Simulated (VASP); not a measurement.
Energy against volume of Ni (fcc). Computed with r2SCAN+rVV10, VASP's PBE PAW potentials (set 64) (plane waves; VASP). Run with 520 eV cut-off, 18×18×18 Γ-centred mesh, first-order Methfessel-Paxton smearing of 0.10 eV, potentials Ni.

| V (Å³/atom) | E (eV/atom) |
|---|---|
| 10.145 | -11.69651 |
| 10.459 | -11.70308 |
| 10.773 | -11.69663 |
| 11.086 | -11.67921 |

Task: Fit these four points and predict the energy of the run at 9.831 Å³/atom.

Result: A cubic in V^(−2/3), the third-order Birch-Murnaghan form, passes through the four points with V0 = 10.45 Å³/atom and B0 = 221 GPa, and gives -11.6746 eV/atom there. The run gave -11.6748 eV/atom, -0.2 meV/atom from the fit; all five points give B0 = 220 GPa.

The compound is Ni in the fcc structure. It was relaxed first.
